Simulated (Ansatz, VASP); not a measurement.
# Cross-check of Ge (Germanium) between VASP and Ansatz, part 2 of 2

Wanted: the spread between two codes on one cell, functional and k mesh. The cell is taken from a series of runs on this material, whose earlier steps may have relaxed, scaled, displaced or heated it; both programs get it as it stands.

VASP 6.6.1 and Ansatz 0.2.0.

So far: Set-up; VASP: zone-centre phonons, PBEsol.

**2. VASP: zone-centre phonons, PBEsol (continued)**

Level of this step: PBEsol; plane waves and PAW (Ge_d) (VASP).

Numbers of over 12 decimals in the logs are rounded to 6 here.

From OUTCAR (step 2):

```text
ion  position               nearest neighbor table
   1  0.499  0.499  0.499-   2 2.46   2 2.47   2 2.47   2 2.47
   2  0.751  0.751  0.751-   1 2.46   1 2.47   1 2.47   1 2.47

  LATTYP: Found a trigonal (rhomboedric) cell.
 ALAT       =     4.0163470968
 COS(alpha) =     0.4907449520

 Subroutine GETGRP returns: Found 12 space group operations
 (whereof  6 operations were pure point group operations)

The static configuration has the point symmetry C_3v.
 The point group associated with its full space group is D_3d.

   k-points           NKPTS =   1728   k-points in BZ     NKDIM =   1728   number of bands    NBANDS=     20

   dimension x,y,z NGX =    30 NGY =   30 NGZ =   30
   dimension x,y,z NGXF=    60 NGYF=   60 NGZF=   60

   ENCUT  =  500.0 eV  36.75 Ry    6.06 a.u.   7.32  7.32  7.32*2*pi/ulx,y,z

   NELECT =      28.0000    total number of electrons

 k-points in reciprocal lattice and weights: Points of the shifted mesh
   0.04166667  0.04166667  0.04166667       0.001
   0.04166667  0.04166667  0.12500000       0.001
   0.04166667  0.04166667  0.20833333       0.001
   0.04166667  0.04166667  0.29166667       0.001
   0.04166667  0.04166667  0.37500000       0.001
   0.04166667  0.04166667  0.45833333       0.001
   0.04166667  0.04166667  0.54166667       0.001
   0.04166667  0.04166667  0.62500000       0.001
   0.04166667  0.04166667  0.70833333       0.001
[...]
0.95833333  0.95833333  0.87500000       0.001
   0.95833333  0.95833333  0.95833333       0.001

 average (electrostatic) potential at core
       1 -74.3862       2 -74.3862

  Total       -0.3363157     -0.3363157     -0.3363157      0.1500722      0.1500722      0.1500722
  in kB      -11.6019959    -11.6019959    -11.6019959      5.1770927      5.1770927      5.1770927
  external PRESSURE =     -11.6019959 kB  Pullay stress =       0.0000000 kB

  energy-cutoff  :      500.00
  volume of cell :       46.44
      direct lattice vectors                 reciprocal lattice vectors
    -0.026224230  2.839925729  2.839925729    -0.173640866  0.175259232  0.175259232
     2.839925729 -0.026224230  2.839925729     0.175259232 -0.173640866  0.175259232
     2.839925729  2.839925729 -0.026224230     0.175259232  0.175259232 -0.173640866

 POSITION                                       TOTAL-FORCE (eV/Angst)
 -----------------------------------------------------------------------------------
      2.82328      2.82328      2.82328         0.000243      0.000243      0.000243
      4.24375      4.24375      4.24375        -0.000243     -0.000243     -0.000243
 -----------------------------------------------------------------------------------
    total drift:                               -0.000000     -0.000000     -0.000000

 Eigenvectors and eigenvalues of the dynamical matrix
 ----------------------------------------------------

   1 f  =    8.578596 THz    53.900906 2PiTHz  286.151147 cm-1    35.478205 meV
             X         Y         Z           dx          dy          dz
      2.823284  2.823284  2.823284     0.408248    0.408248    0.408248
      4.243750  4.243750  4.243750    -0.408248   -0.408248   -0.408248

   2 f  =    7.891804 THz    49.585668 2PiTHz  263.242249 cm-1    32.637865 meV
             X         Y         Z           dx          dy          dz
      2.823284  2.823284  2.823284    -0.500000    0.500000    0.000000
      4.243750  4.243750  4.243750     0.500000   -0.500000    0.000000

   3 f  =    7.891804 THz    49.585668 2PiTHz  263.242249 cm-1    32.637865 meV
             X         Y         Z           dx          dy          dz
      2.823284  2.823284  2.823284     0.288675    0.288675   -0.577350
      4.243750  4.243750  4.243750    -0.288675   -0.288675    0.577350

   4 f  =    0.000000 THz     0.000000 2PiTHz    0.000002 cm-1     0.000000 meV
             X         Y         Z           dx          dy          dz
      2.823284  2.823284  2.823284    -0.557276    0.281611   -0.331871
      4.243750  4.243750  4.243750    -0.557276    0.281611   -0.331871

   5 f  =    0.000000 THz     0.000000 2PiTHz    0.000001 cm-1     0.000000 meV
             X         Y         Z           dx          dy          dz
      2.823284  2.823284  2.823284     0.384488    0.065823   -0.589777
      4.243750  4.243750  4.243750     0.384488    0.065823   -0.589777

   6 f/i=    0.000000 THz     0.000001 2PiTHz    0.000004 cm-1     0.000001 meV
             X         Y         Z           dx          dy          dz
      2.823284  2.823284  2.823284     0.203990    0.645262    0.205001
      4.243750  4.243750  4.243750     0.203990    0.645262    0.205001

 ELASTIC MODULI CONTR FROM IONIC RELAXATION (kBar)
 Direction    XX          YY          ZZ          XY          YZ          ZX
 --------------------------------------------------------------------------------
 XX          -4.1116      1.7898      1.7898      5.4996    -28.6654     12.1970
 YY           1.7898     -4.1116      1.7898     12.1970      5.4996    -28.6654
 ZZ           1.7898      1.7898     -4.1116    -28.6654     12.1970      5.4996
 XY           5.4996     12.1970    -28.6654   -238.1601      6.0063      6.0063
 YZ         -28.6654      5.4996     12.1970      6.0063   -238.1601      6.0063
 ZX          12.1970    -28.6654      5.4996      6.0063      6.0063   -238.1601
 --------------------------------------------------------------------------------
```

**3. Ansatz: zone-centre phonons, PBEsol**

Ansatz runs on its PAW soft_1 files.

The same cell, functional, mesh and smearing now go to Ansatz, which takes its cutoff from its data sets.

Input file input.yaml:

```yaml
crystal:
  lattice:
    - [-0.02622423, 2.8399257289, 2.8399257289]
    - [2.8399257289, -0.02622423, 2.8399257289]
    - [2.8399257289, 2.8399257289, -0.02622423]
  atoms:
    - { symbol: Ge, position: [0.4993757354, 0.4993757354, 0.4993757354] }
    - { symbol: Ge, position: [0.7506242646, 0.7506242646, 0.7506242646] }
kpoints:
  mp_grid: { grid: [12, 12, 12], shift: [0.5, 0.5, 0.5] }
hamiltonian:
  xc: pbesol
  pseudopotentials: { kind: paw, azcp: { folder: soft_1 }, xc_functional: pbe }
scf:
  occupations: { method: gaussian, width: 0.015 }
output:
  eigenvalues: true
phonons:
  method: dfpt
```

Started as:

```console
$ ansatz run input.yaml --threads 4 --pin off --max-ram 10240MiB --backend cpu --events-out ev --progress --plain --runs-dir out
```

What it wrote:

```text
Engine: ansatz 0.2.0, aarch64-unknown-linux-gnu
Pseudopotentials: kind: paw
Pseudopotential: Ge, paw, valence charge 14, recommended cutoff 420 eV (normal), soft_1/Ge.paw.azcp
Functional definition: PBEsol
  exchange = pbesol_x
  correlation = pbesol_c
Crystal: 2 atoms, lattice volume = 46.444 Å³
Basis set: ecut = 420 eV, 917 PW (Γ), exchange–correlation on 64×64×64 points (8 copies of the dense FFT grid, shifted against one another)
Bands: 18, of which v1, the nominal top of the filled ones, is band 14 counted from 1 (13 counted from 0)
Symmetry: 12 space group operations
k-points: 468 of 1728 (irreducible under 2 space group operations, time reversal used)
Non-local potential: Ge, projectors of the file, l = 0: 2, l = 1: 2, l = 2: 3, l = 3: 1
PAW form: soft (Blöchl's): semilocal exchange-correlation on the pseudo side does not see the compensation charge
PAW frozen core: Ge, regenerated for the run's functional, and the local potential with it (the file was generated under x = pbe(κ = 0.804, μ = 0.219515), c = pbe(β = 0.066725))
PAW one-centre angular grid: Ge, 590 points (default); XC on 64 Gauss nodes
Initial density: superposition of atomic densities (chi_scale 0.1, normalization cell)
Initial wavefunctions: pseudopotential atomic-orbital guess
Functional: x = pbesol(κ = 0.804, μ = 0.123457), c = pbesol(β = 0.046)
SCF iter   1: F=—  HF=-8507.070329 eV  |F-HF|=—  |Δ(HF+E_count)|=         —  Δρ=3.41e-2  dr2=4.30e-1  ethr=3.10e-3  ⟨swp⟩=6.0  Hψ=38717  notcnv=0
preconditioner: auto → none  [insulator: Δε(μ)=0.093 eV  Ē_g=23.174 eV  σ=0.015 eV  W_gap=1.00  n_scr=14 (ndim 8)  ℏωp=28.8 eV  f_vac=0.000  D(μ)=0.00/eV (n_scr^D=0)  ε∞_Penn≈2.5]
SCF iter   2: F=—  HF=-8507.009653 eV  |F-HF|=—  |Δ(HF+E_count)|=   6.07e-2  Δρ=1.64e-2  dr2=8.24e-2  ethr=1.54e-3  ⟨swp⟩=2.0  Hψ=13812  notcnv=0
SCF iter   3: F=—  HF=-8507.002937 eV  |F-HF|=—  |Δ(HF+E_count)|=   6.72e-3  Δρ=1.42e-3  dr2=2.50e-4  ethr=2.94e-4  ⟨swp⟩=2.5  Hψ=11406  notcnv=0
SCF iter   4: F=—  HF=-8507.003138 eV  |F-HF|=—  |Δ(HF+E_count)|=   2.01e-4  Δρ=1.32e-4  dr2=7.80e-6  ethr=8.92e-7  ⟨swp⟩=2.0  Hψ=14759  notcnv=0
SCF iter   5: F=—  HF=-8507.003139 eV  |F-HF|=—  |Δ(HF+E_count)|=   5.12e-7  Δρ=1.24e-4  dr2=5.25e-6  ethr=2.79e-8  ⟨swp⟩=2.0  Hψ=14977  notcnv=0
SCF iter   6: F=—  HF=-8507.003130 eV  |F-HF|=—  |Δ(HF+E_count)|=   8.74e-6  Δρ=9.28e-6  dr2=3.53e-8  ethr=1.87e-8  ⟨swp⟩=2.0  Hψ=14977  notcnv=0
SCF iter   7: F=—  HF=-8507.003130 eV  |F-HF|=—  |Δ(HF+E_count)|=   2.90e-7  Δρ=2.63e-6  dr2=2.15e-9  ethr=1.26e-10  ⟨swp⟩=2.0  Hψ=10297  notcnv=0
SCF iter   8: F=—  HF=-8507.003130 eV  |F-HF|=—  |Δ(HF+E_count)|=   1.76e-9  Δρ=6.19e-7  dr2=1.09e-10  ethr=7.66e-12  ⟨swp⟩=2.0  Hψ=14977  notcnv=0
SCF iter   9: F=-8507.003130 eV  HF=-8507.003130 eV  |F-HF|=1.82e-12  |Δ(HF+E_count)|=  7.82e-11  Δρ=6.04e-8  dr2=9.89e-13  ethr=1.00e-12  ⟨swp⟩=5.5  Hψ=36606  notcnv=0
SCF 1 converged in 9 iterations: F = -8507.003130 eV  dr2 = 9.89e-13
  greatest PAW one-centre occupation: 0.998 electrons in one spin orbital (limit 2), on the Ge atom at site 1 (counted from 0), in its partial waves of l = 2
DFPT response loops at Γ: preconditioner auto → Kerker (q_TF=auto, 2.508 Å⁻¹) (partly filled bands, converged f_vac=0.066); β = 1.00, the filter's whole step (`scf.mixing.beta` (0.50) is not read by the response loops under this deck's `scf.mixing.preconditioner`; to damp them name `kerker` or `kerker_dos`, under which they read `scf.mixing.beta`, and type it under 1.00, their step now; both keys bind the ground state too); Broyden in place of MSR1
SCF converged after 9 iterations
Free energy (F): -8507.003130 eV
Harris-Foulkes:  -8507.003130 eV  (|F-HF|=1.82e-12)
Internal energy: -8507.003103 eV  (E = F + TS)
E sigma→0 (E₀):  -8507.003117 eV
Entropy (-TS):   -0.000027 eV (-0.013 meV/atom)
Fermi energy:    7.999175 eV
--- Per-component energies (eV) ---
  E_band       = -311.795296
  E_kinetic    = 185.155937
  E_local      = -4540.474460  (includes V_loc(G=0)·N_el)
  E_nonlocal   = 438.484068
  E_hartree    = 2158.947538
  E_xc         = -141.931504
  E_vxc        = -129.977948  (∫ρ·V_xc dr)
  E_paw        = -3944.530437  (= ΣΔE_a)
  E_vpaw       = -582.878077  (= ΣTr[D̂ρ^β])
  E_aug_tail   = 0.000028  (compensation charges beyond the density's cutoff)
  E_ewald      = -2664.490149
  E_core_change = 1.835876  (= ΣΔE_core)
  E_smearing   = -0.000027  (= −TS)
  E_closure    = 0.000000  (closes the sum)
  Σ components = -8507.003130   (vs F -8507.003130, Δ=0.00e0)
--- Band table (eV; the first three rows and the last of 468) ---
  k-point 0: bands = [... 10 lower, -4.5023, 7.2782, 7.9940, 7.9940, 8.5504, 10.6099, 10.6099, 10.7685]
  k-point 1: bands = [... 10 lower, -4.3919, 6.0891, 7.6210, 7.9276, 9.0781, 10.7238, 10.8357, 11.4089]
  k-point 2: bands = [... 10 lower, -4.1212, 4.5615, 7.2131, 7.6264, 9.0523, 11.1348, 11.4028, 12.4676]
  k-point 467: bands = [... 10 lower, -2.4995, 0.5792, 6.5015, 6.6600, 8.4319, 11.7515, 11.8477, 15.1649]
--- Phonons (Γ-DFPT): 1 representative perturbation + reference, on 468 of 1728 k-points (Σ response iterations 3) ---
  k mesh reduced under 2 symmetry operations, with k and −k counted as one. Each operation leaves every solved perturbation unchanged. A smaller set is not used because it would not reduce the number of displacements times k-points to solve
  ASR residual: 2.046e-5 → 0.000e0 eV/Å²; symmetrization residual: 1.794e-12 eV/Å²
  ASR residual per site (eV/Å²): 2.05e-5 2.05e-5
  Γ frequencies (cm⁻¹): 0.00 0.00 0.00 253.89 253.89 286.24
  non-analytic LO–TO correction: not included (Born effective charges unavailable; polar crystals: no LO–TO splitting at Γ)
```

**4. Side by side**

Known differences besides the potentials themselves: the cutoff is 420 eV in Ansatz and 500 eV in VASP; Ansatz makes its cores anew for this functional, VASP keeps those of its PBE data sets. Total energies have different zeros and are not compared.

Both answers:

```
                  quantity  Ansatz   VASP  difference
optical mode 1 to 2 (cm⁻¹)   253.9  263.2     -3.55 %
     optical mode 3 (cm⁻¹)   286.2  286.2     +0.03 %
```

Modes are paired by rising frequency, not by their patterns, so a pair may set unlike modes beside each other; they are those without the splitting of longitudinal modes.

**5. Summary of results**

* r.m.s. difference of the optical zone-centre modes, each program's sorted by frequency (zone-centre phonons, PBEsol): 7.6 cm⁻¹
* difference in optical mode 1 to 2 (zone-centre phonons, PBEsol): -3.6 %

What this shows: The r.m.s. difference of the optical zone-centre modes, each program's sorted by frequency is 7.6 cm⁻¹ (zone-centre phonons, PBEsol). Among the rows given in per cent, the largest difference of the zone-centre phonons, PBEsol pair is in optical mode 1 to 2, -3.6 %. How closely two codes agree says nothing of how well the functional describes the real material.

[Lines on the potential files, build, host, timing and source positions are cut from VASP's logs without a mark.]

[Logs are printed without paths, hosts, clocks, repeated set-up lines and the standing remarks that a program may print on its own settings, such as how far it seeks lower states.]

[Hosts, paths, dates, database ids (printed as entryN), source tags and the programs' standing remarks are cut or masked in the printed files.]
